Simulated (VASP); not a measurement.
A cell of Ti (hcp) near equilibrium:

```yaml
crystal:
  lattice:
    - [1.46733, -2.54150, 0.00000]
    - [1.46733, 2.54150, 0.00000]
    - [0.00000, 0.00000, 4.63121]
  atoms:
    - { symbol: Ti, position: [0.33333, 0.66667, 0.25000] }
    - { symbol: Ti, position: [0.66667, 0.33333, 0.75000] }
```

All values below come from r2SCAN meta-GGA, VASP's PBE PAW potentials (set 64) (plane waves; VASP).

```json
[
 {"run": "as it is", "ΔE (meV/atom)": "0.0", "σxx": "0.34", "σyy": "0.34", "σzz": "0.31", "largest shear component, with its sign (GPa)": "0.00", "largest force (eV/Å)": "0.000"},
 {"run": "after one change", "ΔE (meV/atom)": "39.0", "σxx": "-9.17", "σyy": "-9.17", "σzz": "-4.78", "largest shear component, with its sign (GPa)": "0.00", "largest force (eV/Å)": "0.000"}
]
```
Stress is in GPa, positive when the cell is compressed.

**Question.** What was changed between the two runs?
A. biaxial strain of -0.5 % in the yz plane
B. atom 2 (Ti) moved by -0.100 Å along y
C. biaxial strain of +4.0 % in the xy plane
D. atom 1 (Ti) moved by 0.100 Å along y

**Answer.** C, biaxial strain of +4.0 % in the xy plane

The compound is Ti in the hcp structure.
